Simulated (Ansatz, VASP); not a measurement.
**Two plane-wave programs on AlIn3Sb2N2**

```
CELL_PARAMETERS angstrom
3.36563 1.94315 5.27743
-3.36563 1.94315 5.27743
0.00000 -3.88630 5.27743
ATOMIC_POSITIONS crystal
Al 0.00000 0.00000 0.00000
In 0.50000 0.50000 0.00000
In 0.00000 0.50000 0.50000
In 0.50000 0.00000 0.50000
Sb 0.16321 0.16321 0.16321
Sb 0.83679 0.83679 0.83679
N 0.38454 0.38454 0.38454
N 0.61546 0.61546 0.61546
```

Alike in both runs: functional PBE; k mesh 2 × 2 × 2; occupations gaussian, width 0.15 eV; no spin polarisation.

Ansatz relaxed the structure, and its values are those at the end. VASP's run is a single point on that final structure, the one shown.

```csv
,VASP,Ansatz
version,VASP 6.6.1,Ansatz 0.2.0
potentials or method,"VASP PAW PBE potentials, release 64 (Al, In_d, Sb, N)","scalar-relativistic, plane waves, PAW"
plane-wave cutoff (eV),520,420
valence electrons in the cell,62,82
```

Ansatz gave:

| Property | Result |
| --- | --- |
| gap on the k mesh at the Fermi level (eV) | none |
| pressure (GPa) | -0.1 |
| rms of the force components (eV/Å) | 0.010 |

Question: Which values does VASP return?

Answer: gap on the k mesh at the Fermi level (eV): none; pressure (GPa): -0.1; rms of the force components (eV/Å): 0.004.

A gap of «none» marks a metal or a gap that the smearing closes. The functional is the same, so the differences come from potentials, cutoffs and numerics. The two sets of potentials don't hold the same shells in valence.

Caveats: the k mesh is coarse (spacing up to 0.57 Å⁻¹), so the values aren't converged. The runs have no spin-orbit coupling, so splittings on Sb are missing.
